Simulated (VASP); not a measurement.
Data:

```yaml
crystal:
  lattice:
    - [0.00000, 2.27507, 2.27507]
    - [2.27507, 0.00000, 2.27507]
    - [2.27507, 2.27507, 0.00000]
  atoms:
    - { symbol: Ga, position: [0.00000, 0.00000, 0.00000] }
    - { symbol: N, position: [0.25000, 0.25000, 0.25000] }
```

Method: PBE GGA, VASP's PBE PAW potentials (set 64) (plane waves; VASP). Numerical set-up: 520 eV cut-off, 18×18×18 Γ-centred mesh, Gaussian smearing of 0.010 eV, potentials Ga_d N.

Q: Give the direction-averaged independent-particle dielectric function (no local fields, no excitons; a broadening of 0.1 eV leaves a tail below the gap, and fine structure carries the noise of the k-mesh).

A: 
```tsv
ħω (eV)	ε₁	ε₂
0.00	6.22	0.00
0.40	6.26	0.02
0.80	6.38	0.05
1.30	6.77	0.16
1.70	7.04	0.48
2.10	6.71	1.25
2.60	7.20	1.53
3.00	6.57	1.52
3.40	6.65	2.23
3.90	6.75	2.24
4.30	7.25	2.58
4.70	7.20	2.55
5.20	7.29	4.32
5.60	7.52	5.60
6.00	7.90	5.54
6.50	5.50	8.15
6.90	4.46	8.22
7.40	2.58	7.85
7.80	0.85	4.92
8.20	2.65	3.82
8.70	5.15	8.08
9.10	1.06	7.61
9.50	0.10	6.92
10.00	-0.86	4.98
10.40	0.19	4.50
10.80	0.48	5.19
11.30	-1.01	6.79
11.70	-2.75	4.74
12.10	-2.78	4.24
12.60	-2.19	2.64
13.00	-2.27	2.46
13.50	-2.00	1.77
```
ε₂ peaks at 7.0 eV (height 8.5), 8.8 eV (height 8.9), 11.2 eV (height 7.0); ε₁(0) averages 6.23, so the electronic refractive index below the gap tends to √6.23 = 2.50.

The compound is GaN in the zinc blende structure, a metastable form; wurtzite is the usual one. It was relaxed first.
